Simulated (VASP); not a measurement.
Method: r2SCAN meta-GGA, VASP's PBE PAW potentials (set 64) (plane waves; VASP).

VASP ran on this input.

File KPOINTS:
```
Automatic mesh
0
G
 6 6 3
```

### INCAR
```
ALGO  =  Normal
EDIFF  =  1E-6
EDIFFG  =  -0.02
ENCUT  =  400
IBRION  =  2
ISIF  =  3
ISMEAR  =  0
LASPH  =  .True.
LCHARG  =  .False.
LMAXMIX  =  4
LMIXTAU  =  .True.
LREAL  =  .False.
LWAVE  =  .False.
METAGGA  =  R2SCAN
NELM  =  100
NSW  =  60
PREC  =  Accurate
SIGMA  =  0.05
SYSTEM  =  Ge
```

**POSCAR**
```
Ge
1.0
  3.9923073313   0.0000000000   0.0000000000
 -1.9961536657   3.4574390767   0.0000000000
  0.0000000000   0.0000000000   6.5879944561
Ge
4
Direct
  0.6666670000   0.3333330000   0.0628479881
  0.3333330000   0.6666670000   0.9371520119
  0.3333330000   0.6666670000   0.5628479881
  0.6666670000   0.3333330000   0.4371520119
```

POTCAR, in this order: Ge_d (PBE.64 set). Program: vasp_std.

Predict the energy per atom (σ→0), band gap (on the k-mesh).

- energy per atom (σ→0) = -13.839 eV/atom
- band gap (on the k-mesh) = 0.07 eV

File OSZICAR:
```
...
DAV:  23    -0.553562112752E+02   -0.65188E-05   -0.91759E-07   608   0.722E-03    0.160E-02
DAV:  24    -0.553562133229E+02   -0.20477E-05   -0.37837E-07   491   0.501E-03    0.124E-02
DAV:  25    -0.553562168251E+02   -0.35022E-05   -0.96289E-07   644   0.573E-03    0.788E-03
DAV:  26    -0.553562196326E+02   -0.28076E-05   -0.26284E-07   489   0.419E-03    0.518E-03
DAV:  27    -0.553562209445E+02   -0.13118E-05   -0.92125E-08   489   0.273E-03    0.325E-03
DAV:  28    -0.553562225069E+02   -0.15624E-05   -0.13669E-07   489   0.390E-03    0.105E-03
DAV:  29    -0.553562231441E+02   -0.63719E-06   -0.59923E-08   489   0.206E-03
   1 F= -.55356223E+02 E0= -.55356009E+02  d E =-.553562E+02
```

The structure comes from a computed database's Ge entry (P6_3/mmc); how it stands against other phases isn't given here. It was relaxed first. The start is the result of an earlier pass.
